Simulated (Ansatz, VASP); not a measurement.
# CaHf2 in two plane-wave programs, part 2 of 2

Aim: how closely do two programs agree when they are given the same cell, functional and k mesh? The cell is invented: As first built, before any earlier steps moved the atoms (in the runner's words): it takes the CaSi2 structure with some of its atoms replaced by other elements, volume scaled by an estimate. It may not be a known or stable phase. The cell is taken from a series of VASP runs on this material, whose earlier steps may have relaxed, scaled or displaced it; both programs get it as it stands.

VASP 6.6.1 and Ansatz 0.2.0.

So far: Set-up; VASP: relaxation of cell and atoms, PBE.

## 3. Ansatz: relaxation of cell and atoms, PBE

Level of this step: Ansatz beside VASP: Kohn-Sham DFT, plane waves, PBE (Ansatz).

Ansatz runs on its default PAW (the set named soft_2) files.

The same cell, functional, mesh and smearing now go to Ansatz, which takes its cutoff from its data sets.

input.yaml reads:

```yaml
crystal:
  lattice:
    - [5.1995326665, -2.069e-07, 0.0]
    - [-2.5997671807, 4.5029269183, 0.0]
    - [0.0, 0.0, 3.2707768188]
  atoms:
    - { symbol: Hf, position: [0.33333333, 0.66666667, 0.5] }
    - { symbol: Hf, position: [0.66666667, 0.33333333, 0.5] }
    - { symbol: Ca, position: [0.0, 0.0, 0.0] }
hamiltonian:
  xc: pbe
  pseudopotentials: { kind: paw }
kpoints:
  mp_grid: { grid: [6, 6, 8] }
scf:
  occupations: { method: methfessel_paxton, width: 0.2 }
relax:
  f_tol: 0.01
  max_steps: 60
  cell: { stress_tol: 0.05 }
output:
  forces: true
  stress: true
```

The run is started by

```console
$ ansatz run input.yaml --threads 4 --pin off --max-ram 9216MiB --backend cpu --events-out ev --progress --plain --runs-dir out
```

Numbers of over 12 decimals in the logs are rounded to 6 here.

The program printed:

```text
Warning: the atoms were moved onto the symmetric positions of the space group found under crystal.symmetry.tolerance 1.0e-5 (fractional; no operation is sought that the atoms, as they stand in a round, miss by more than twice it, and no atom is moved by as much as it), and the run uses the moved positions. Before a round's move an operation carried an atom to 5.20e-8 Å from where it should land, the largest such dist [...]
Engine: ansatz 0.2.0, aarch64-unknown-linux-gnu
Pseudopotentials: kind: paw
Pseudopotential: Hf, paw, valence charge 26, recommended cutoff 420 eV (normal), Hf.paw.azcp
Pseudopotential: Ca, paw, valence charge 10, recommended cutoff 420 eV (normal), Ca.paw.azcp
Functional definition: PBE
  parameter kappa = 0.804
  parameter beta = 0.066725
  exchange = pbe_x(kappa = kappa, mu = beta*pi^2/3)
  correlation = pbe_c(beta = beta)
Crystal: 3 atoms, lattice volume = 76.579 Å³
Basis set: ecut = 420 eV, 1529 PW (Γ), exchange–correlation on 72×72×48 points (8 copies of the dense FFT grid, shifted against one another)
Bands: 38, of which v1, the nominal top of the filled ones, is band 31 counted from 1 (30 counted from 0)
Symmetry: 24 space group operations
Space group: P6/mmm (ITA 191), of the structure as read, at distance tolerance 4.2e-5 Å
k-points: 35 of 288
Non-local potential: Hf, projectors of the file, l = 0: 3, l = 1: 2, l = 2: 2, l = 3: 3
Non-local potential: Ca, projectors of the file, l = 0: 3, l = 1: 2, l = 2: 2
PAW form: soft (Blöchl's): semilocal exchange-correlation on the pseudo side does not see the compensation charge
PAW one-centre angular grid: Hf, 590 points (default); XC on 64 Gauss nodes
PAW one-centre angular grid: Ca, 110 points (default); XC on 64 Gauss nodes
Initial density: superposition of atomic densities (neutral atoms: chi_scale 0, normalization atom), corrected by the library's trained network
Initial wavefunctions: pseudopotential atomic-orbital guess
Functional: x = pbe(κ = 0.804, μ = 0.219515), c = pbe(β = 0.066725)
SCF iter   1: F=—  HF=-33257.989595 eV  |F-HF|=—  |Δ(HF+E_count)|=         —  Δρ=4.07e-3  dr2=1.28e-2  ethr=1.77e-3  ⟨swp⟩=6.3  Hψ=4931  notcnv=0
preconditioner: auto → Kerker (q_TF=auto, 2.634 Å⁻¹)  [metal: Δε(μ)=0.004 eV  Ē_g=17.027 eV  σ=0.200 eV  W_gap=0.02  n_scr=26 (ndim 8)  ℏωp=31.8 eV  f_vac=0.000  D(μ)=7.39/eV (n_scr^D=106)]
SCF iter   2: F=—  HF=-33257.988617 eV  |F-HF|=—  |Δ(HF+E_count)|=   9.77e-4  S|Δr|=    0.00e0  Δρ=2.32e-3  dr2=3.60e-3  ethr=2.06e-5  ⟨swp⟩=1.3  Hψ=1676  notcnv=0  defer=1
SCF iter   3: F=—  HF=-33257.988578 eV  |F-HF|=—  |Δ(HF+E_count)|=   3.90e-5  S|Δr|=    0.00e0  Δρ=6.53e-4  dr2=4.91e-4  ethr=5.80e-6  ⟨swp⟩=2.8  Hψ=2404  notcnv=0  defer=1
SCF iter   4: F=—  HF=-33257.988559 eV  |F-HF|=—  |Δ(HF+E_count)|=   1.92e-5  S|Δr|=    0.00e0  Δρ=3.25e-4  dr2=9.08e-5  ethr=7.91e-7  ⟨swp⟩=2.0  Hψ=2201  notcnv=0  defer=1
SCF iter   5: F=—  HF=-33257.988496 eV  |F-HF|=—  |Δ(HF+E_count)|=   6.33e-5  S|Δr|=    0.00e0  Δρ=1.70e-4  dr2=3.02e-5  ethr=1.46e-7  ⟨swp⟩=2.0  Hψ=2381  notcnv=0  defer=1
SCF iter   6: F=—  HF=-33257.988479 eV  |F-HF|=—  |Δ(HF+E_count)|=   1.74e-5  S|Δr|=    0.00e0  Δρ=4.36e-5  dr2=1.62e-6  ethr=4.87e-8  ⟨swp⟩=3.0  Hψ=2292  notcnv=0  defer=1
SCF iter   7: F=—  HF=-33257.988479 eV  |F-HF|=—  |Δ(HF+E_count)|=   3.55e-8  S|Δr|=    0.00e0  Δρ=1.05e-5  dr2=1.17e-7  ethr=2.61e-9  ⟨swp⟩=2.0  Hψ=2141  notcnv=0  defer=1
SCF iter   8: F=-33257.988479 eV  HF=-33257.988479 eV  |F-HF|=5.81e-9  |Δ(HF+E_count)|=   3.89e-9  S|Δr|=    0.00e0  Δρ=2.05e-6  dr2=8.64e-9  ethr=1.61e-10  ⟨swp⟩=4.3  Hψ=4759  notcnv=0
SCF 1 converged in 8 iterations: F = -33257.988479 eV  dr2 = 8.64e-9
  greatest PAW one-centre occupation: 0.998 electrons in one spin orbital (limit 2), on the Hf atom at site 1 (counted from 0), in its partial waves of l = 0
relax step   1: F+E_penalty+E_count = -33257.98847860 eV  Δ(F+E_penalty+E_count) = +0.000e0 eV  max|allowed force component| = 1.234e-16 eV/Å  Δτ_max = 0.0000 Å  P = +0.529 GPa  Ω = 76.579 Å³  (8 SCF iters, dr2 threshold 1.00e-7 eV, accepted)
[...]
relax step   2: F+E_penalty+E_count = -33257.98936528 eV  Δ(F+E_penalty+E_count) = -8.867e-4 eV  max|allowed force component| = 2.097e-16 eV/Å  Δτ_max = 0.0000 Å  P = -0.197 GPa  Ω = 77.553 Å³  energy of the carried Pulay correction = -1.276e-4 eV  (5 SCF iters, dr2 threshold 3.00e-7 eV, accepted)
[...]
relax step   3: F+E_penalty+E_count = -33257.98956892 eV  Δ(F+E_penalty+E_count) = -2.036e-4 eV  max|allowed force component| = 1.850e-16 eV/Å  Δτ_max = 0.0000 Å  P = -0.003 GPa  Ω = 77.285 Å³  energy of the carried Pulay correction = -9.256e-5 eV  (5 SCF iters, dr2 threshold 1.06e-7 eV, accepted)
[...]
relax step   4: F+E_penalty+E_count = -33257.98965772 eV  Δ(F+E_penalty+E_count) = -8.880e-5 eV  max|allowed force component| = 2.159e-16 eV/Å  Δτ_max = 0.0000 Å  P = -0.003 GPa  Ω = 77.285 Å³  stress off target by 5.27e-3 GPa  SCF on the basis re-selected at this cell (its energy is not comparable with the rows above)  (5 SCF iters)
basis re-selected at this cell: Δ(F+E_penalty+E_count) = -8.880e-5 eV, ΔP = +0.000 GPa vs the last step (what re-selecting the basis moved, of the pressure what is left beyond the Pulay correction that the steps carried, after the strain that the cell walked since its last selection, with what the two solves' SCF thresholds leave and, on support functions, any second-order correction that the steps lacked; it is no m [...]
SCF converged after 5 iterations
Stability not checked: this state was not tested for a lower state beside it, because cold or Methfessel-Paxton smearing, or corrected tetrahedra, fill the levels in a way that the test cannot read (fill_not_monotonic; see scf.lower_state_search)
Free energy (F): -33257.989658 eV
Harris-Foulkes:  -33257.989658 eV  (|F-HF|=7.28e-12)
Internal energy: -33257.973482 eV  (E = F + TS)
E sigma→0 (E₀):  -33257.985614 eV
Entropy (-TS):   -0.016176 eV (-5.392 meV/atom)
Fermi energy:    13.942551 eV
--- Per-component energies (eV) ---
  E_band       = -300.710162
  E_kinetic    = 1126.801032
  E_local      = -12876.508559  (includes V_loc(G=0)·N_el)
  E_nonlocal   = -2425.308045
  E_hartree    = 5897.520241
  E_xc         = -736.202948
  E_vxc        = -701.914174  (∫ρ·V_xc dr)
  E_paw        = -14713.034146  (= ΣΔE_a)
  E_vpaw       = 2781.179354  (= ΣTr[D̂ρ^β])
  E_aug_tail   = -0.000009  (compensation charges beyond the density's cutoff)
  E_ewald      = -9531.241048
  E_smearing   = -0.016176  (= −TS)
  E_closure    = -0.000000  (closes the sum)
  Σ components = -33257.989658   (vs F -33257.989658, Δ=0.00e0)
--- Forces (eV/Å), atoms counted from 1 ---
  atom   1  Hf    -0.00000000    -0.00000000     0.00000000
  atom   2  Hf    -0.00000000     0.00000000    -0.00000000
  atom   3  Ca    -0.00000000    -0.00000000     0.00000000
  max |Σ_I F_I| component: 5.55e-17 eV/Å
--- Stress (GPa, compression-positive) ---
       -0.001488       0.000000      -0.000000
        0.000000      -0.001488      -0.000000
       -0.000000      -0.000000      -0.005273
  P = ⅓ Tr σ = -0.0027 GPa (-0.027 kbar)
--- Relaxed structure (3 steps of the walk, 3 accepted, 1 SCFs on fresh bases) ---
  F+E_penalty+E_count = -33257.98965772 eV   max|allowed force component| = 2.159e-16 eV/Å   (the final SCF, on the basis selected at the relaxed cell)
  cell:  # Å, volume = 77.2848 Å³
    - [5.217522, 3.871603939897329e-7, 0.0]
    - [-2.608761, 4.518506, 0.0]
    - [0.0, 0.0, 3.278197]
  atoms:
    - { symbol: Hf, position: [0.333333, 0.666667, 0.500000] }
    - { symbol: Hf, position: [0.666667, 0.333333, 0.500000] }
    - { symbol: Ca, position: [0, 0, 0.0] }
```

The job ended after 4.4 s (4 threads of Arm Neoverse V2, shared host; peak memory 0.43 GiB; 16 s of CPU time).

## 4. Differences

Known differences besides the potentials themselves: both relaxations stop at a tolerance, which leaves soft axes loose, and VASP keeps its plane-wave basis; the data sets hold 62 valence electrons in Ansatz (default PAW (the set named soft_2) files) and 30 in VASP; the cutoff is 420 eV in Ansatz and 400 eV in VASP; VASP leaves aspherical gradient terms in its spheres out (LASPH is not set), Ansatz keeps them; Ansatz adds a Pulay correction to the stress that steers its cell, VASP none. Total energies have different zeros and are not compared.

Both answers:

```
                                         quantity  Ansatz   VASP  difference
                                      volume (Å³)   77.28  77.14     +0.19 %
edge a after relaxation, in the typed setting (Å)   5.218  5.213     +0.08 %
edge c after relaxation, in the typed setting (Å)   3.278  3.277     +0.02 %
```

The walks stopped with 0.00 GPa left in Ansatz and -0.01 GPa in VASP; each walk ends within a tolerance, so the volume difference is uncertain by about these residues over the bulk modulus, most in soft cells.

## 5. Results

```
difference in volume (relaxation of cell and atoms, PBE) : 0.19 %
```

What this shows: The difference in volume is 0.19 % (relaxation of cell and atoms, PBE), within the 1.2 % picked in this series as the mark of a large difference, as far as the stopping tolerances let one tell. How closely two codes agree says nothing of how well the functional describes the real material.

[Lines on the potential files, build, host, timing and source positions are cut from VASP's logs without a mark.]

[Logs are printed without paths, hosts, clocks, repeated set-up lines and the standing remarks that a program may print on its own settings, such as how far it seeks lower states.]

[Hosts, paths, dates, database ids (printed as entryN), source tags and the programs' standing remarks are cut or masked in the printed files.]
